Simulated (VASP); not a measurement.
Given:

```xyz
3
Lattice="0.0000 3.0212 3.0212 3.0212 0.0000 3.0212 3.0212 3.0212 0.0000" Properties=species:S:1:pos:R:3 pbc="T T T"
Al     1.5106     1.5106     1.5106
Al     4.5318     4.5318     4.5318
Pt     0.0000     0.0000     0.0000
```

Method: PBE GGA, VASP's PBE PAW potentials (set 64) (plane waves; VASP 6.6.1). Run with 300 eV cut-off, 13×13×13 Γ-centred mesh, Fermi-Dirac smearing of 0.14 eV, potentials Al Pt.

Question: Give the energies of bands 1 to 11 at the high-symmetry points, in eV from the Fermi level.

Answer: 
| band | Γ | X | U | L | W |
|---|---|---|---|---|---|
| 1 | -9.78 | -5.91 | -6.16 | -7.55 | -5.75 |
| 2 | -4.72 | -5.76 | -5.69 | -5.86 | -5.75 |
| 3 | -4.72 | -5.66 | -5.23 | -4.41 | -5.14 |
| 4 | -4.72 | -3.55 | -4.05 | -4.41 | -4.72 |
| 5 | -3.44 | -3.55 | -3.71 | -3.51 | -3.55 |
| 6 | -3.44 | -3.23 | -3.40 | -3.25 | -3.06 |
| 7 | 2.45 | -3.00 | -2.90 | -3.25 | -2.66 |
| 8 | 3.76 | -1.49 | -1.92 | 1.00 | -2.66 |
| 9 | 3.76 | -1.49 | -0.57 | 1.00 | -0.86 |
| 10 | 3.76 | 2.69 | 3.02 | 3.62 | 4.89 |
| 11 | 5.03 | 3.28 | 5.19 | 4.76 | 4.89 |

It has no gap at this level: it comes out as a metal or semimetal.

The structure is a typed PtAl2 crystal. The cell was not relaxed at this level.
